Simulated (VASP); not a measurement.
Method: vdW-DF2, VASP's PBE PAW potentials (set 64) (plane waves; VASP).

Input for VASP

### KPOINTS
```
Automatic mesh
0
Gamma
6 6 4
0 0 0
```

File POSCAR:
```
CdSe
7.3645150
  0.3060760286  -0.5301391957   0.0000000000
  0.3060760286   0.5301391957   0.0000000000
  0.0000000000   0.0000000000   1.0000000020
Cd Se
2 2
Cart
  0.3060760286  -0.1767134187   0.5001418611
  0.3060760286   0.1767134187   0.0001418601
  0.3060760286  -0.1767134187   0.8758581417
  0.3060760286   0.1767134187   0.3758581407
```

### INCAR
```
LASPH = .True.   # aspherical one-centre terms
GGA = ML
AGGAC = 0.0
LORBIT = 11   # lm-projected
EDIFF = 1E-7   # SCF stop (eV)
ZAB_VDW = -1.8867
LREAL = .False.   # projection in real space or not
LWAVE = .False.
NELM = 100   # most electronic steps
ISIF = 2
ENCUT = 520   # plane-wave cut-off (eV)
NEDOS = 601   # DOS grid
PREC = Accurate
LMAXMIX = 4   # l cut-off of mixed one-centre charges
ISMEAR = -5   # tetrahedra, Bloechl
LUSE_VDW = .True.
LCHARG = .True.
SYSTEM = CdSe
ALGO = Normal
LEFG = .True.
```

POTCAR, in this order: Cd Se (PBE.64 set). Program: vasp_std.

The run wrote:

File OSZICAR:
```
       N       E                     dE             d eps       ncg     rms          rms(c)
DAV:   1     0.248019255326E+03    0.24802E+03   -0.16789E+04   924   0.144E+03
DAV:   2     0.128939059189E+02   -0.23513E+03   -0.23069E+03  1032   0.338E+02
DAV:   3    -0.128960082481E+01   -0.14184E+02   -0.14127E+02  1086   0.812E+01
DAV:   4    -0.142790598477E+01   -0.13831E+00   -0.13824E+00  1026   0.807E+00
DAV:   5    -0.142917171741E+01   -0.12657E-02   -0.12657E-02  1110   0.721E-01    0.650E+00
DAV:   6    -0.484602521361E+00    0.94457E+00   -0.23380E+00  1018   0.122E+01    0.525E+00
DAV:   7    -0.466209053333E+00    0.18393E-01   -0.46542E-01  1014   0.374E+00    0.246E+00
DAV:   8    -0.466334590906E+00   -0.12554E-03   -0.32282E-02  1008   0.184E+00    0.333E-01
DAV:   9    -0.466049519950E+00    0.28507E-03   -0.64733E-03  1054   0.804E-01    0.828E-02
DAV:  10    -0.466216899378E+00   -0.16738E-03   -0.59409E-04  1056   0.242E-01    0.559E-02
DAV:  11    -0.466257429549E+00   -0.40530E-04   -0.85648E-05  1038   0.759E-02    0.965E-03
DAV:  12    -0.466252561323E+00    0.48682E-05   -0.21186E-05  1038   0.263E-02    0.202E-03
DAV:  13    -0.466252338377E+00    0.22295E-06   -0.16564E-06  1002   0.109E-02    0.130E-03
DAV:  14    -0.466252274101E+00    0.64276E-07   -0.50360E-08   696   0.230E-03
   1 F= -.46625227E+00 E0= -.46625227E+00  d E =0.000000E+00
```

File OUTCAR:
```
------------------------ aborting loop because EDIFF is reached ----------------------------------------
  FORCE on cell =-STRESS in cart. coord.  units (eV):
  Direction    XX          YY          ZZ          XY          YZ          ZX
  --------------------------------------------------------------------------------------
  Total       -0.0173209     -0.0173209      0.0525106      0.0000000      0.0000000      0.0000000
  in kB       -0.2140913     -0.2140913      0.6490467      0.0000000      0.0000000      0.0000000
  external PRESSURE =       0.0736214 kB  Pullay stress =       0.0000000 kB
  volume of cell :      129.62
      direct lattice vectors                 reciprocal lattice vectors
     2.254101504 -3.904218059  0.000000000     0.221817873 -0.128066617  0.000000000
     2.254101504  3.904218059  0.000000000     0.221817873  0.128066617  0.000000000
     0.000000000  0.000000000  7.364515015     0.000000000  0.000000000  0.135786267
  FREE ENERGIE OF THE ION-ELECTRON SYSTEM (eV)
  ---------------------------------------------------
  free  energy   TOTEN  =        -0.4662522741 eV

  energy  without entropy=       -0.4662522741  energy(sigma->0) =       -0.46625227

 total charge

# of ion       s       p       d       tot
------------------------------------------
    1        0.444   0.245   9.549  10.237
    2        0.444   0.245   9.549  10.237
    3        1.465   2.329   0.014   3.807
    4        1.465   2.329   0.014   3.807
--------------------------------------------------
tot          3.817   5.146  19.126  28.089

 Electric field gradients after diagonalization (V/A^2)
 (convention: |V_zz| > |V_xx| > |V_yy|)
----------------------------------------------------------------------
 ion       V_xx      V_yy      V_zz     asymmetry (V_yy - V_xx)/ V_zz
----------------------------------------------------------------------
   1      -1.400    -1.399     2.799       0.000
   2      -1.400    -1.399     2.800       0.000
   3      -1.078    -1.077     2.155       0.000
   4      -1.078    -1.077     2.155       0.000
```
(Selected blocks of OUTCAR.)

The compound is CdSe in the wurtzite structure. It was relaxed first, which changed the volume by +15 %.
